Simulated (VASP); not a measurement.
# TbHgAsO (P4/nmm) in VASP: single point with PBE

Aim: the single point of TbHgAsO with PBE.

All numbers are computed with VASP 6.6.1; they aren't measurements. Logs are shortened: lines on timing, memory, paths and dates and some standing lists are left out, and cuts for length are marked.

## 1. The crystal as given

It takes space group P4/nmm (No. 129, tetragonal). The conventional cell has a = 4.212 Å, b = 4.212 Å, c = 8.445 Å, α = 90.00°, β = 90.00°, γ = 90.00°. Tb (site symmetry 4mm) is surrounded by 4 O at 2.39 Å. Hg (site symmetry -4m2) has 4 As at 2.53 Å as nearest neighbours. Around As (site symmetry 4mm) lie 4 Hg at 2.53 Å. O (site symmetry -4m2) has 4 Tb at 2.39 Å as nearest neighbours.

The cell was built by a generator and needn't be a form met in nature.

## 2. Single point, PBE, collinear spin, typed start

INCAR

```
  PREC = Accurate
  ENCUT = 520
  EDIFF = 1E-7
  ISMEAR = -1
  SIGMA = 0.1
  LREAL = False
  LASPH = True
  NELM = 150
  ALGO = Normal
  ISIF = 2
  LWAVE = False
  LCHARG = False
  ISPIN = 2
  MAGMOM = 6 -6 0 0 0 0 0 0
  LORBIT = 11
  LMAXMIX = 6
  GGA = PE
  NBANDS = 56
```

KPOINTS

```
regular mesh
0
Gamma
  6 6 3
```

POSCAR

```
TbHgAsO
1.0
    4.2118101700      0.0000000000      0.0000000000
    0.0000000000      4.2118101700      0.0000000000
    0.0000000000      0.0000000000      8.4447763200
Tb Hg As O
2 2 2 2
Direct
    0.2500000000      0.2500000000      0.1333800000
    0.7500000000      0.7500000000      0.8666200000
    0.7500000000      0.2500000000      0.5000000000
    0.2500000000      0.7500000000      0.5000000000
    0.2500000000      0.2500000000      0.6664000000
    0.7500000000      0.7500000000      0.3336000000
    0.7500000000      0.2500000000      0.0000000000
    0.2500000000      0.7500000000      0.0000000000
```

Potentials or basis: VASP PAW PBE potentials, release 64 (Tb, Hg, As, O).

On the command line:

```console
> cat potpaw_PBE.64/Tb/POTCAR potpaw_PBE.64/Hg/POTCAR potpaw_PBE.64/As/POTCAR potpaw_PBE.64/O/POTCAR > POTCAR
> mpirun -np 1 vasp_std > vasp.out
```

OUTCAR:

```text
PREC = Accurate
   ENCUT = 520
   EDIFF = 1E-7
   ISMEAR = -1
   LREAL = False
   LASPH = True
   NELM = 150
   ISIF = 2
   ISPIN = 2
   LORBIT = 11
   GGA = PE

 ion  position               nearest neighbor table
   1  0.250  0.250  0.133-   7 2.39   8 2.39   8 2.39   7 2.39
   2  0.750  0.750  0.867-   7 2.39   8 2.39   7 2.39   8 2.39
   3  0.750  0.250  0.500-   5 2.53   6 2.53   6 2.53   5 2.53   4 2.98   4 2.98   4 2.98   4 2.98

   4  0.250  0.750  0.500-   5 2.53   6 2.53   5 2.53   6 2.53   3 2.98   3 2.98   3 2.98   3 2.98

   5  0.250  0.250  0.666-   3 2.53   4 2.53   4 2.53   3 2.53
   6  0.750  0.750  0.334-   3 2.53   4 2.53   3 2.53   4 2.53
   7  0.750  0.250  0.000-   1 2.39   2 2.39   2 2.39   1 2.39
   8  0.250  0.750  0.000-   1 2.39   2 2.39   1 2.39   2 2.39

  LATTYP: Found a simple tetragonal cell.
 ALAT       =     4.2118101700
 C/A-ratio  =     2.0050230137

  Lattice vectors:

 A1 = (   4.2118101700,   0.0000000000,   0.0000000000)
 A2 = (   0.0000000000,   4.2118101700,   0.0000000000)
 A3 = (   0.0000000000,   0.0000000000,   8.4447763200)

Analysis of symmetry for initial positions (statically):
=====================================================================
 Subroutine PRICEL returns:
 Original cell was already a primitive cell.

 Routine SETGRP: Setting up the symmetry group for a
 simple tetragonal supercell.

 Subroutine GETGRP returns: Found 16 space group operations
 (whereof  4 operations were pure point group operations)
 out of a pool of 16 trial point group operations.

The static configuration has the point symmetry C_2h.
 The point group associated with its full space group is D_4h.

Analysis of symmetry for dynamics (positions and initial velocities):
=====================================================================
 Subroutine PRICEL returns:
 Original cell was already a primitive cell.

 Routine SETGRP: Setting up the symmetry group for a
 simple tetragonal supercell.

 Subroutine GETGRP returns: Found 16 space group operations
 (whereof  4 operations were pure point group operations)
 out of a pool of 16 trial point group operations.

The dynamic configuration has the point symmetry C_2h.
 The point group associated with its full space group is D_4h.

Analysis of structural, dynamic, and magnetic symmetry:
=====================================================================
 Subroutine PRICEL returns:
 Original cell was already a primitive cell.

 Routine SETGRP: Setting up the symmetry group for a
 simple tetragonal supercell.

 Subroutine GETGRP returns: Found 16 space group operations
 (whereof  4 operations were pure point group operations)
 out of a pool of 16 trial point group operations.

The overall configuration has the point symmetry C_2h.
 The point group associated with its full space group is D_4h.

 Subroutine INISYM returns: Found 16 space group operations
 (whereof  4 operations are pure point group operations),
 and found     1 'primitive' translations

----------------------------------------------------------------------------------------

                                     Primitive cell

  volume of cell :     149.8048

  direct lattice vectors                    reciprocal lattice vectors
     4.211810170  0.000000000  0.000000000     0.237427605  0.000000000  0.000000000
     0.000000000  4.211810170  0.000000000     0.000000000  0.237427605  0.000000000
     0.000000000  0.000000000  8.444776320     0.000000000  0.000000000  0.118416399

  length of vectors
     4.211810170  4.211810170  8.444776320     0.237427605  0.237427605  0.118416399

  position of ions in fractional coordinates (direct lattice)
     0.250000000  0.250000000  0.133380000
     0.750000000  0.750000000  0.866620000
     0.750000000  0.250000000  0.500000000
     0.250000000  0.750000000  0.500000000
     0.250000000  0.250000000  0.666400000
     0.750000000  0.750000000  0.333600000
     0.750000000  0.250000000  0.000000000
     0.250000000  0.750000000  0.000000000

[... 65 lines left out ...]
   NGX,Y,Z   is equivalent  to a cutoff of  12.63, 12.63, 12.60 a.u.
   NGXF,Y,Z  is equivalent  to a cutoff of  25.26, 25.26, 25.20 a.u.
 SYSTEM =  unknown system
   PREC   = accura    normal or accurate (medium, high low for compatibility)
   ISTART =      0    job   : 0-new  1-cont  2-samecut
   ICHARG =      2    charge: 1-file 2-atom 10-const
   ISPIN  =      2    spin polarized calculation?
   LNONCOLLINEAR =      F non collinear calculations
   LSORBIT =      F    spin-orbit coupling
   LASPH  =      T    aspherical Exc in radial PAW
   ENCUT  =  520.0 eV  38.22 Ry    6.18 a.u.   7.83  7.83 15.70*2*pi/ulx,y,z
   NELM   =    150;   NELMIN=  2; NELMDL= -5     # of ELM steps
   EDIFF  = 0.1E-06   stopping-criterion for ELM
   LREAL  =      F    real-space projection
   EDIFFG = 0.1E-05   stopping-criterion for IOM
   NSW    =      0    number of steps for IOM
   IBRION =     -1    ionic relax: 0-MD 1-quasi-New 2-CG
   NFREE  =      0    steps in history (QN), initial steepest desc. (CG)
   ISIF   =      2    stress and relaxation
   ISYM   =      2    0-nonsym 1-usesym 2-fastsym
   POTIM  = 0.5000    time-step for ionic-motion
   TEBEG  =    0.0;   TEEND  =   0.0 temperature during run
   PSTRESS=    0.0 pullay stress
   NELECT =      84.0000    total number of electrons
   NUPDOWN=      -1.0000    fix difference up-down
   EMIN   =  10.00;   EMAX   =-10.00  energy-range for DOS
   EFERMI =   0.00;   METHOD = LEGACY
   ISMEAR =    -1;   SIGMA  =   0.10  broadening in eV -4-tet -1-fermi 0-gaus
   EFERMI_NEDOS =   21; number of points for ismear=-14 and -15
   IALGO  =     38    algorithm
   IMIX   =      4    mixing-type and parameters
     AMIX     =   0.40;   BMIX     =  1.00
     AMIX_MAG =   1.60;   BMIX_MAG =  1.00
  volume/ion in A,a.u.               =      18.73       126.37
  Fermi-wavevector in a.u.,A,eV,Ry     =   1.349976  2.551085 24.795733  1.822435
  Thomas-Fermi vector in A             =   2.477518
   LORBIT       =     11    0 simple, 1 ext, 2 COOP (PROOUT), +10 PAW based schemes
   GGA     = PE    functional components
   LHFCALC =     F    Hartree Fock is set to
   AEXX    =    0.0000 exact exchange contribution
   IVDW    =     0    specifies the selected vdW correction
   LEPSILON=     F    determine dielectric tensor
   LRPA    =     F    only Hartree local field effects (RPA)
 spin polarized calculation
  energy-cutoff  :      520.00
  volume of cell :      149.80
 maximum number of plane-waves:      4052
 NGX is ok and might be reduce to    32
   NGX = 15   NGY = 15   NGZ = 31

 number of electron      84.0000017 magnetization       0.0000000

 number of electron      84.0000017 magnetization      -0.0000000

 Free energy of the ion-electron system (eV)
  ---------------------------------------------------
  ext. energy  EPLUGINS =         0.00000000
  ---------------------------------------------------
  free energy    TOTEN  =       -48.60522077 eV

  energy without entropy =      -48.22306367  energy(sigma->0) =      -48.41414222

 E-fermi :   4.6156     XC(G=0): -10.8505

 val. band max:        4.6137304759   @ k =   0.5000   0.1667   0.0000
 cond. band min:       4.6163379093   @ k =   0.3333   0.1667   0.3333
 fundamental gap:      0.0026074334
 Fermi energy:         4.6156211086

 spin component 1

 k-point     1 :       0.0000    0.0000    0.0000
  band No.  band energies     occupation
      1     -41.5344      1.00000
      2     -38.9632      1.00000
      3     -18.2654      1.00000
      4     -18.0926      1.00000
      5     -18.0926      1.00000
      6     -16.5455      1.00000
[... 1129 lines left out ...]
     53       8.3978      0.00000
     54       8.6640      0.00000
 Fermi energy:         4.6156211086

 spin component 2

 k-point     1 :       0.0000    0.0000    0.0000
  band No.  band energies     occupation
      1     -41.5344      1.00000
      2     -38.9632      1.00000
      3     -18.2654      1.00000
      4     -18.0926      1.00000
      5     -18.0926      1.00000
      6     -16.5455      1.00000
[... 1129 lines left out ...]
     53       8.3978      0.00000
     54       8.6640      0.00000
 [bands above 54 left out]

------------------------ aborting loop because EDIFF is reached ----------------------------------------

  FORCE on cell =-STRESS in cart. coord.  units (eV):
  Direction    XX          YY          ZZ          XY          YZ          ZX
  --------------------------------------------------------------------------------------
  -------------------------------------------------------------------------------------
  Total        8.9517316      8.9517316     11.1134987      0.0000000      0.0000000      0.0000000
  in kB       95.7396651     95.7396651    118.8599811      0.0000000      0.0000000      0.0000000
  external PRESSURE =     103.4464371 kB  Pullay stress =       0.0000000 kB

 VOLUME and BASIS-vectors are now :
 -----------------------------------------------------------------------------
  energy-cutoff  :      520.00
  volume of cell :      149.80
      direct lattice vectors                 reciprocal lattice vectors
     4.211810170  0.000000000  0.000000000     0.237427605  0.000000000  0.000000000
     0.000000000  4.211810170  0.000000000     0.000000000  0.237427605  0.000000000
     0.000000000  0.000000000  8.444776320     0.000000000  0.000000000  0.118416399

 POSITION                                       TOTAL-FORCE (eV/Angst)
 -----------------------------------------------------------------------------------
      1.05295      1.05295      1.12636         0.000000     -0.000000     -1.783736
      3.15886      3.15886      7.31841         0.000000     -0.000000      1.783736
      3.15886      1.05295      4.22239         0.000000     -0.000000      0.000000
      1.05295      3.15886      4.22239        -0.000000      0.000000     -0.000000
      1.05295      1.05295      5.62760        -0.000000     -0.000000      4.565055
      3.15886      3.15886      2.81718        -0.000000     -0.000000     -4.565055
      3.15886      1.05295      0.00000        -0.000000      0.000000      0.000000
      1.05295      3.15886      0.00000         0.000000     -0.000000     -0.000000
 -----------------------------------------------------------------------------------
    total drift:                                0.000000      0.000000     -0.000000

  FREE ENERGIE OF THE ION-ELECTRON SYSTEM (eV)
  ---------------------------------------------------
  free  energy   TOTEN  =       -48.6052207682 eV

  energy  without entropy=      -48.2230636732  energy(sigma->0) =      -48.41414222

 total charge

# of ion       s       p       d       f       tot
--------------------------------------------------
    1        2.024   5.646   0.390   8.138  16.197
    2        2.024   5.646   0.390   8.138  16.197
    3        0.799   0.655   9.364   0.000  10.819
    4        0.799   0.655   9.364   0.000  10.819
    5        1.241   1.570   0.052   0.000   2.862
    6        1.241   1.570   0.052   0.000   2.862
    7        1.559   3.418   0.000   0.000   4.977
    8        1.559   3.418   0.000   0.000   4.977
--------------------------------------------------
tot         11.244  22.577  19.613  16.276  69.710

 magnetization (x)

# of ion       s       p       d       f       tot
--------------------------------------------------
    1       -0.005  -0.058   0.034   5.717   5.688
    2        0.005   0.058  -0.034  -5.717  -5.688
    3        0.000   0.000   0.000   0.000   0.000
    4        0.000   0.000   0.000   0.000   0.000
    5       -0.000   0.001   0.000   0.000   0.001
    6        0.000  -0.001  -0.000   0.000  -0.001
    7        0.000   0.000   0.000   0.000   0.000
    8        0.000   0.000   0.000   0.000   0.000
--------------------------------------------------
tot          0.000   0.000   0.000   0.000   0.000
```

Run time: 29 min. Hardware: 1 thread of AMD EPYC 9R45 (Zen 5), shared host; peak memory 0.46 GiB.

Results:

* Free energy: -48.6052 eV
* Pressure: 10.3 GPa
* Largest force: 4.565 eV/Å
* Band gap on the k mesh: none (metal or under the smearing width)
* Net moment: 0.00 μB per cell
* Site moments: Tb +5.69, -5.69; Hg +0.00; As +0.00, -0.00; O +0.00 μB
* Valence electrons inside the program's atomic spheres: Tb 16.20; Hg 10.82; As 2.86; O 4.98

Forces on the atoms (eV/Å):
```
Tb   0.000  0.000 -1.784
Tb   0.000  0.000  1.784
Hg   0.000  0.000  0.000
Hg   0.000  0.000  0.000
As   0.000  0.000  4.565
As   0.000  0.000 -4.565
O    0.000  0.000  0.000
O    0.000  0.000  0.000
```

Levels at points of the mesh, in eV from the Fermi level:
Spin up:
| k point | band 39 | band 40 | band 41 | band 42 | band 43 | band 44 | band 45 | band 46 |
| --- | --- | --- | --- | --- | --- | --- | --- | --- |
| (0.00, 0.00, 0.00) | -0.72 | 0.02 | 0.02 | 0.19 | 0.21 | 0.21 | 0.24 | 0.49 |
| (0.50, 0.00, 0.00) | -1.22 | -1.03 | -0.98 | -0.02 | 0.00 | 0.30 | 0.41 | 0.48 |
| (0.50, 0.50, 0.00) | -2.54 | -2.48 | -2.48 | -0.02 | -0.02 | 0.43 | 0.50 | 0.50 |
Spin down:
```
           k point  band 38  band 39  band 40  band 41  band 42  band 43  band 44  band 45  band 46  band 47
(0.00, 0.00, 0.00)    -2.52    -0.72     0.02     0.02     0.19     0.21     0.21     0.24     0.49     0.49
(0.50, 0.00, 0.00)    -1.23    -1.22    -1.03    -0.98    -0.02     0.00     0.30     0.41     0.48     0.73
(0.50, 0.50, 0.00)    -2.88    -2.54    -2.48    -2.48    -0.02    -0.02     0.43     0.50     0.50     0.72
```

Caveat: the magnetic or orbital state may not be the lowest; without U or exact exchange the open f shell lies at the Fermi level, which spoils levels, moments and volumes; forces of over 1 eV/Å show positions far from the minimum, so gaps and moduli don't describe the material at rest. With open d or f shells a metallic result of PBE can be an artefact of self-interaction; +U or a hybrid may open a gap.
